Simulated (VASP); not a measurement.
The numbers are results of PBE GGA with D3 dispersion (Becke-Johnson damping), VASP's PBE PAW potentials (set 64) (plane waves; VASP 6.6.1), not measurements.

Input for VASP

KPOINTS:
```
Automatic mesh
0
Gamma
5 5 7
0 0 0
```

**POSCAR**
```
MgH2
1
    4.4480111612    -0.0000000000     0.0000000000
   -0.0000000000     4.4480111612     0.0000000000
    0.0000000000     0.0000000000     2.9675207660
Mg H
2 4
Direct
  0.0000000000   0.0000000000   0.0000000000
  0.5000000000   0.5000000000   0.5000000000
  0.3042296055   0.3042296055   0.0000000000
  0.8042296055   0.1957703945   0.5000000000
  0.1957703945   0.8042296055   0.5000000000
  0.6957703945   0.6957703945   0.0000000000
```

INCAR:
```
ALGO  =  Normal
EDIFF  =  1E-6
EDIFFG  =  -0.02
ENCUT  =  520
GGA  =  PE
IBRION  =  2
ISIF  =  3
ISMEAR  =  0
IVDW  =  12
LASPH  =  T
LCHARG  =  F
LREAL  =  F
LWAVE  =  F
NELM  =  100
NSW  =  60
PREC  =  Accurate
SIGMA  =  0.05
SYSTEM  =  MgH2
```

POTCAR, in this order: Mg H (PBE.64 set). Program: vasp_std.

The resulting files:

**OSZICAR**
```
       N       E                     dE             d eps       ncg     rms          rms(c)
DAV:   1     0.234566579678E+01    0.23457E+01   -0.32485E+03   384   0.763E+02
DAV:   2    -0.182124490885E+02   -0.20558E+02   -0.19601E+02   520   0.844E+01
DAV:   3    -0.188825447395E+02   -0.67010E+00   -0.67010E+00   504   0.216E+01
DAV:   4    -0.188840726344E+02   -0.15279E-02   -0.15279E-02   536   0.104E+00
DAV:   5    -0.188840808423E+02   -0.82079E-05   -0.82079E-05   544   0.584E-02    0.663E+00
DAV:   6    -0.179579834332E+02    0.92610E+00   -0.70383E-01   400   0.510E+00    0.343E+00
DAV:   7    -0.176268072875E+02    0.33118E+00   -0.97266E-01   400   0.651E+00    0.492E-01
DAV:   8    -0.176352955090E+02   -0.84882E-02   -0.18630E-02   432   0.108E+00    0.984E-02
DAV:   9    -0.176351134066E+02    0.18210E-03   -0.78220E-04   568   0.203E-01    0.189E-02
DAV:  10    -0.176351314297E+02   -0.18023E-04   -0.38414E-05   456   0.547E-02    0.103E-02
DAV:  11    -0.176351300020E+02    0.14277E-05   -0.60779E-06   456   0.134E-02    0.176E-03
DAV:  12    -0.176351300064E+02   -0.43990E-08   -0.17973E-07   232   0.358E-03
   1 F= -.18480693E+02 E0= -.18480693E+02  d E =-.184807E+02
       N       E                     dE             d eps       ncg     rms          rms(c)
DAV:   1    -0.176346466665E+02    0.48334E-03   -0.42888E-03   496   0.496E-01    0.290E-02
DAV:   2    -0.176346416699E+02    0.49966E-05   -0.28513E-05   408   0.463E-02    0.178E-02
DAV:   3    -0.176346389057E+02    0.27642E-05   -0.15503E-05   496   0.237E-02    0.197E-03
DAV:   4    -0.176346389636E+02   -0.57854E-07   -0.27317E-07   200   0.438E-03
   2 F= -.18481245E+02 E0= -.18481245E+02  d E =-.552588E-03
       N       E                     dE             d eps       ncg     rms          rms(c)
DAV:   1    -0.176325646268E+02    0.20743E-02   -0.28878E-02   496   0.129E+00    0.752E-02
DAV:   2    -0.176325322551E+02    0.32372E-04   -0.19065E-04   416   0.120E-01    0.461E-02
DAV:   3    -0.176325142325E+02    0.18023E-04   -0.10249E-04   472   0.612E-02    0.507E-03
DAV:   4    -0.176325145899E+02   -0.35742E-06   -0.19377E-06   408   0.114E-02
   3 F= -.18481850E+02 E0= -.18481850E+02  d E =-.115712E-02
```

File OUTCAR:
```
------------------------ aborting loop because EDIFF is reached ----------------------------------------
 Edisp (eV)   -0.84934
  FORCE on cell =-STRESS in cart. coord.  units (eV):
  Direction    XX          YY          ZZ          XY          YZ          ZX
  --------------------------------------------------------------------------------------
  Total      -0.01335    -0.01335    -0.00384     0.00000     0.00000     0.00000
  in kB      -0.36570    -0.36570    -0.10521     0.00000     0.00000     0.00000
  external pressure =       -0.28 kB  Pullay stress =        0.00 kB
  volume of cell :       58.47
      direct lattice vectors                 reciprocal lattice vectors
     4.428108473  0.000000000  0.000000000     0.225830060  0.000000000  0.000000000
    -0.000000000  4.428108473  0.000000000     0.000000000  0.225830060  0.000000000
     0.000000000  0.000000000  2.982027995     0.000000000  0.000000000  0.335342258
 POSITION                                       TOTAL-FORCE (eV/Angst)
 -----------------------------------------------------------------------------------
      0.00000      0.00000      0.00000        -0.000000     -0.000000     -0.000000
      2.21405      2.21405      1.49101         0.000000     -0.000000     -0.000000
      1.34577      1.34577      0.00000         0.008984      0.008984      0.000000
      3.55982      0.86829      1.49101         0.008984     -0.008984     -0.000000
      0.86829      3.55982      1.49101        -0.008984      0.008984     -0.000000
      3.08234      3.08234      0.00000        -0.008984     -0.008984     -0.000000
 -----------------------------------------------------------------------------------
    total drift:                                0.000000      0.000000     -0.000000
  FREE ENERGIE OF THE ION-ELECTRON SYSTEM (eV)
  ---------------------------------------------------
  free  energy   TOTEN  =       -18.4818496175 eV

  energy  without entropy=      -18.4818496175  energy(sigma->0) =      -18.48184962

 reached required accuracy - stopping structural energy minimisation
```
(Selected blocks of OUTCAR.)

CONTCAR:
```
MgH2
   1.00000000000000
     4.4281084731221725    0.0000000000000000    0.0000000000000000
    -0.0000000000000000    4.4281084731221725    0.0000000000000000
     0.0000000000000000    0.0000000000000000    2.9820279951107365
  Mg              H
     2     4
Direct
     0.0000000000000000    0.0000000000000000    0.0000000000000000
     0.5000000000000000    0.5000000000000000    0.5000000000000000
     0.3039143163837958    0.3039143163837958    0.0000000000000000
     0.8039143163837958    0.1960856836162042    0.5000000000000000
     0.1960856836162042    0.8039143163837958    0.5000000000000000
     0.6960856836162042    0.6960856836162042    0.0000000000000000
```

The compound is MgH2 in the rutile structure. This run relaxes it. Symmetry was kept, so distortions that lower it aren't found. The start is the result of an earlier pass.
